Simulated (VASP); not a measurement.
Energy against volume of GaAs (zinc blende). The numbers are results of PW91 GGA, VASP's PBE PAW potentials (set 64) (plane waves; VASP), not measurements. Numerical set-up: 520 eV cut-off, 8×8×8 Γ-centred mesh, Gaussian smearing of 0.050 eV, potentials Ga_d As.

```
V (Å³/atom)  E (eV/atom)
-----------  -----------
22.282          -4.14520
22.993          -4.15959
23.704          -4.16421
24.415          -4.16074
```

**Question.** Fit these four points and predict the energy of the run at 25.127 Å³/atom.

**Answer.** A cubic in V^(−2/3), the third-order Birch-Murnaghan form, passes through the four points with V0 = 23.73 Å³/atom and B0 = 60 GPa, and gives -4.1506 eV/atom there. The run gave -4.1506 eV/atom, -0.0 meV/atom from the fit; all five points give B0 = 60 GPa.

The compound is GaAs in the zinc blende structure. It was relaxed first, which changed the volume by +5 %.
